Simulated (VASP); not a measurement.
These are PBE GGA + U (Dudarev), VASP's PBE PAW potentials (set 64) (plane waves; VASP 6.6.1) values and carry that method's errors.

VASP ran on this input.

INCAR:
```
ALGO=Normal
EDIFF=1E-6
ENCUT=400
GGA=PE
ISIF=2
ISMEAR=1
ISPIN=2
LASPH=T
LCHARG=F
LDAU=T
LDAUJ=0 0
LDAUL=2 -1
LDAUPRINT=1
LDAUTYPE=2
LDAUU=1.0 0
LMAXMIX=6
LORBIT=10
LREAL=F
LWAVE=F
MAGMOM=3.0 0.0
NELM=100
PREC=Accurate
SIGMA=0.1
SYSTEM=FePt
```

### POSCAR
```
FePt
1
    2.7274710000     0.0000000000     0.0000000000
    0.0000000000     2.7940870000     0.0000000000
    0.0000000000     0.0000000000     3.6769520000
Fe Pt
1 1
Direct
  0.0000000000   0.0000000000   0.0000000000
  0.5282590000   0.5000000000   0.5000000000
```

KPOINTS:
```
Regular mesh
0
gamma
  12 12 9
```

POTCAR, in this order: Fe Pt (PBE.64 set). Program: vasp_std.

Unless said otherwise, spin-orbit coupling is left out, though it shifts the bands of the heavy elements here.

Q: What does the run give for the energy per atom (σ→0), cell moment, pressure, largest force, band gap (on the k-mesh)?

A: 
| Property | Value |
|---|---|
| energy per atom (σ→0) | -7037 meV/atom |
| cell moment | 3.49 μB |
| band gap (on the k-mesh) | none (metal, semimetal or under 0.01 eV) |
| pressure | 2.40 GPa |
| largest force | 0.01300 Ry/bohr |

**OSZICAR**
```
...
DAV:  10    -0.140764072857E+02    0.21764E-02   -0.37662E-02 22700   0.370E+00    0.717E-01
DAV:  11    -0.140749341007E+02    0.14732E-02   -0.99013E-03 20974   0.238E+00    0.197E-01
DAV:  12    -0.140751080893E+02   -0.17399E-03   -0.53830E-04 18257   0.264E-01    0.804E-02
DAV:  13    -0.140751523533E+02   -0.44264E-04   -0.44633E-05 19470   0.772E-02    0.415E-02
DAV:  14    -0.140751668440E+02   -0.14491E-04   -0.12193E-05 20897   0.702E-02    0.151E-02
DAV:  15    -0.140751692267E+02   -0.23827E-05   -0.24124E-06 13327   0.223E-02    0.433E-03
DAV:  16    -0.140751695302E+02   -0.30352E-06   -0.70601E-07  9609   0.115E-02
   1 F= -.14075170E+02 E0= -.14074854E+02  d E =-.946732E-03  mag=     3.4879
```

The compound is FePt in the L1_0 structure. The cell was not relaxed at this level, atoms are displaced from their ideal sites. The run is one of a series of settings (LDAU = .TRUE., LDAUJ = 0 0, LDAUL = 2 -1, LDAUTYPE = 2, LDAUU = 1.0 0 against the base run), some of them coarse on purpose.
